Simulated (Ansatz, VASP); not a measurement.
Given: the input of a run of VASP 6.6.1 on SrMg6Cr.

The input INCAR:

```
SYSTEM = SrMg6Cr
PREC = Accurate
ENCUT = 520
EDIFF = 1E-7
ISMEAR = -1
SIGMA = 0.05
LREAL = .False.
LASPH = .True.
NELM = 150
ALGO = Normal
ISIF = 2
LWAVE = .False.
LCHARG = .True.
ISPIN = 2
MAGMOM = 0 3 0 0 0 0 0 0
LORBIT = 11
LMAXMIX = 4
GGA = PE
LELF = .True.
LVHAR = .True.
NBANDS = 31
```

File KPOINTS:

```
Automatic mesh
0
Gamma
  5 5 5
  0 0 0
```

File POSCAR:

```
SrMg6Cr
1.0
    5.2030810000      0.0000000000      0.0000000000
    0.0000000000      3.3412245000      5.8169345000
    0.0000000000     -3.3412245000      5.8169345000
Sr Cr Mg
1 1 6
Direct
    0.0000000000      0.8290620000      0.8290620000
    0.5000000000      0.6524330000      0.6524330000
    0.5000000000      0.1669280000      0.1669280000
    0.5000000000      0.6596790000      0.1906310000
    0.5000000000      0.1906310000      0.6596790000
    0.0000000000      0.3379250000      0.3379250000
    0.0000000000      0.8201270000      0.3432150000
    0.0000000000      0.3432150000      0.8201270000
```

Potentials or basis: VASP PAW PBE potentials, release 64 (Sr_sv, Cr_pv, Mg).

Command:

```sh
$ cat potpaw_PBE.64/Sr_sv/POTCAR potpaw_PBE.64/Cr_pv/POTCAR potpaw_PBE.64/Mg/POTCAR > POTCAR
$ mpirun -np 1 vasp_std > vasp.out
```

Problem. Set up the same calculation for Ansatz 0.2.0. Potentials there: Ansatz PAW.

Solution. As run (the cutoff follows the program's own potentials):

The input input.yaml:

```yaml
crystal:
  lattice:
    - [5.203081, 0.0, 0.0]
    - [0.0, 3.3412245, 5.8169345]
    - [0.0, -3.3412245, 5.8169345]
  atoms:
    - { symbol: Sr, position: [0.0, 0.829062, 0.829062] }
    - { symbol: Cr, position: [0.5, 0.652433, 0.652433], spin: 3.0 }
    - { symbol: Mg, position: [0.5, 0.166928, 0.166928] }
    - { symbol: Mg, position: [0.5, 0.659679, 0.190631] }
    - { symbol: Mg, position: [0.5, 0.190631, 0.659679] }
    - { symbol: Mg, position: [0.0, 0.337925, 0.337925] }
    - { symbol: Mg, position: [0.0, 0.820127, 0.343215] }
    - { symbol: Mg, position: [0.0, 0.343215, 0.820127] }
hamiltonian:
  xc: pbe
  pseudopotentials: { kind: paw }
magnetization:
  spin_polarized: true
kpoints:
  mp_grid: { grid: [5, 5, 5] }
scf:
  occupations: { method: fermi_dirac, width: 0.05 }
output:
  forces: true
  stress: true
  eigenvalues: true
```

Potentials or basis: Ansatz PAW.

Run with:

```console
$ ansatz run input.yaml --threads 4 --pin off --max-ram 10240MiB --backend cpu --events-out ev --progress --plain --runs-dir out
```

Both were run:

|  | VASP | Ansatz | Ansatz less VASP |
| --- | --- | --- | --- |
| gap on the k mesh at the Fermi level (eV) | none | none | - |
| pressure (GPa) | 0.0 | 0.1 | +0.06 |
| largest component of the traceless stress (GPa) | 0.06 | 0.06 | -0.001 |
| rms of the force components (eV/Å) | 0.033 | 0.032 | -0.0010 |
| net moment per atom (μB) | 0.56 | 0.56 | 0.000 |
| size of the moment on the site where the two differ most (μB) | 3.87 | 4.01 | +0.140 |

Site moments also hang on the region over which each program counts them. Atom by atom the forces differ by 0.002 eV/Å (rms over components). A gap of «none» marks a metal or a gap that the smearing closes. With one functional, cell and mesh, what is left measures potentials, basis and numerics. The two sets of potentials don't hold the same shells in valence.
